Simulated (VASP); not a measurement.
Calculation: PBE GGA with D4 dispersion, VASP's PBE PAW potentials (set 64) (plane waves; VASP).

The input files of a VASP run:

**POSCAR**
```
CrO2
1
    4.4104295196    -0.0000000000     0.0000000000
   -0.0000000000     4.4104295196     0.0000000000
    0.0000000000     0.0000000000     2.9111754288
Cr O
2 4
Direct
  0.0000000000   0.0000000000   0.0000000000
  0.5000000000   0.5000000000   0.5000000000
  0.3031800221   0.3031800221   0.0000000000
  0.8031800221   0.1968199779   0.5000000000
  0.1968199779   0.8031800221   0.5000000000
  0.6968199779   0.6968199779   0.0000000000
```

KPOINTS:
```
Automatic
0
gamma
 6 6 9
0 0 0
```

### INCAR
```
! general
SYSTEM =CrO2
PREC   =Accurate
ENCUT  =520   ! plane-wave cut-off (eV)
LREAL  =.False.
LASPH  =.True.

! electronic loop
EDIFF  =1E-6
NELM   =100
ALGO   =Normal
LMAXMIX=4   ! l cut-off of mixed one-centre charges

! smearing
ISMEAR =1
SIGMA  =0.1   ! width (eV)

! functional
GGA    =PE
IVDW   =13

! spin
ISPIN  =2   ! spin-polarised
MAGMOM =2*2.5 4*0.0

! ions
IBRION =2
NSW    =60   ! most ionic steps
ISIF   =3   ! ions, shape and volume
EDIFFG =-0.02

! output
LWAVE  =.False.
LCHARG =.False.
LORBIT =10
```

POTCAR, in this order: Cr_pv O (PBE.64 set). Program: vasp_std.

Output of the run:

OSZICAR:
```
       N       E                     dE             d eps       ncg     rms          rms(c)
DAV:   1     0.607330618465E+03    0.60733E+03   -0.26522E+04  6208   0.173E+03
DAV:   2    -0.302466641286E+01   -0.61036E+03   -0.56688E+03  6862   0.514E+02
DAV:   3    -0.646872361760E+02   -0.61663E+02   -0.60259E+02  7049   0.167E+02
DAV:   4    -0.661152306681E+02   -0.14280E+01   -0.14042E+01  7484   0.251E+01
DAV:   5    -0.661471114541E+02   -0.31881E-01   -0.31835E-01  7528   0.370E+00    0.421E+01
DAV:   6    -0.578717942630E+02    0.82753E+01   -0.12686E+02  6970   0.986E+01    0.378E+01
DAV:   7    -0.527803059679E+02    0.50915E+01   -0.85086E+01  7227   0.984E+01    0.189E+01
DAV:   8    -0.507665280040E+02    0.20138E+01   -0.61823E+00  6745   0.226E+01    0.750E+00
DAV:   9    -0.503150555033E+02    0.45147E+00   -0.16959E+00  7905   0.125E+01    0.239E+00
DAV:  10    -0.503340288817E+02   -0.18973E-01   -0.19861E-01  6880   0.377E+00    0.146E+00
DAV:  11    -0.503359530451E+02   -0.19242E-02   -0.28420E-02  8020   0.169E+00    0.655E-01
DAV:  12    -0.503340653873E+02    0.18877E-02   -0.65290E-03  8594   0.790E-01    0.262E-01
DAV:  13    -0.503339121618E+02    0.15323E-03   -0.10170E-03  7422   0.346E-01    0.927E-02
DAV:  14    -0.503338901856E+02    0.21976E-04   -0.18421E-04  7353   0.105E-01    0.507E-02
DAV:  15    -0.503338941110E+02   -0.39253E-05   -0.40383E-05  7511   0.546E-02    0.276E-02
DAV:  16    -0.503338888753E+02    0.52357E-05   -0.16570E-05  7716   0.457E-02    0.709E-03
DAV:  17    -0.503338889600E+02   -0.84761E-07   -0.15323E-06  4250   0.101E-02
   1 F= -.52132305E+02 E0= -.52132452E+02  d E =-.521323E+02  mag=     4.0001
```

**OUTCAR**
```
------------------------ aborting loop because EDIFF is reached ----------------------------------------
  Edisp (eV):   -1.79842
  FORCE on cell =-STRESS in cart. coord.  units (eV):
  Direction    XX          YY          ZZ          XY          YZ          ZX
  --------------------------------------------------------------------------------------
  Total      -0.02655    -0.02655     0.01825     0.00000     0.00000     0.00000
  in kB      -0.75117    -0.75117     0.51643     0.00000     0.00000     0.00000
  external pressure =       -0.33 kB  Pullay stress =        0.00 kB
  volume of cell :       56.63
      direct lattice vectors                 reciprocal lattice vectors
     4.410429520  0.000000000  0.000000000     0.226735286  0.000000000  0.000000000
     0.000000000  4.410429520  0.000000000     0.000000000  0.226735286  0.000000000
     0.000000000  0.000000000  2.911175429     0.000000000  0.000000000  0.343503861
 POSITION                                       TOTAL-FORCE (eV/Angst)
 -----------------------------------------------------------------------------------
      0.00000      0.00000      0.00000         0.000000      0.000000      0.000000
      2.20521      2.20521      1.45559         0.000000      0.000000      0.000000
      1.33715      1.33715      0.00000        -0.011452     -0.011452      0.000000
      3.54237      0.86806      1.45559        -0.011452      0.011452      0.000000
      0.86806      3.54237      1.45559         0.011452     -0.011452      0.000000
      3.07328      3.07328      0.00000         0.011452      0.011452      0.000000
 -----------------------------------------------------------------------------------
    total drift:                               -0.000000      0.000000      0.000000
  FREE ENERGIE OF THE ION-ELECTRON SYSTEM (eV)
  ---------------------------------------------------
  free  energy   TOTEN  =       -52.1323048712 eV

  energy  without entropy=      -52.1327460896  energy(sigma->0) =      -52.13245194

 total charge

# of ion       s       p       d       tot
------------------------------------------
    1        0.370   6.472   4.039  10.881
    2        0.370   6.472   4.039  10.881
    3        1.572   3.469   0.000   5.041
    4        1.572   3.469   0.000   5.041
    5        1.572   3.469   0.000   5.041
    6        1.572   3.469   0.000   5.041
--------------------------------------------------
tot          7.030  26.818   8.078  41.926

 magnetization (x)

# of ion       s       p       d       tot
------------------------------------------
    1        0.024   0.032   2.036   2.093
    2        0.024   0.032   2.036   2.093
    3       -0.003  -0.069   0.000  -0.072
    4       -0.003  -0.069   0.000  -0.072
    5       -0.003  -0.069   0.000  -0.072
    6       -0.003  -0.069   0.000  -0.072
--------------------------------------------------
tot          0.038  -0.211   4.072   3.899

 reached required accuracy - stopping structural energy minimisation
```
(Selected blocks of OUTCAR.)

The moments were started parallel, and other spin orders were not tried in this run.

The compound is CrO2 in the rutile structure. It was relaxed first. The start is the result of an earlier pass.
